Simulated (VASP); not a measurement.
Input:

```
CELL_PARAMETERS angstrom
      0.00000     3.47911     3.47911
      3.47911     0.00000     3.47911
      3.47911     3.47911     0.00000
ATOMIC_POSITIONS crystal
  Rb 0.00000 0.00000 0.00000
  Br 0.50000 0.50000 0.50000
```

The numbers are results of PBE GGA with D3 dispersion (Becke-Johnson damping), VASP's PBE PAW potentials (set 64) (plane waves; VASP), not measurements. Numerical set-up: 520 eV cut-off, 7×7×7 Γ-centred mesh, Gaussian smearing of 0.050 eV, potentials Rb_sv Br.

The job: RbBr (rock salt), 2 atoms, PBE-D3(BJ), static run, 520 eV, 7×7×7 Γ-centred mesh. Roughly how much core time does it take on a busy server core?

About 20 core-seconds (one run on a shared machine, a rough figure). It had 20 irreducible k-points, 12 bands, up to 2281 plane waves and 14 electronic steps.

The compound is RbBr in the rock salt structure. This cell is one point of a volume scan, at 1.03 of the reference volume.
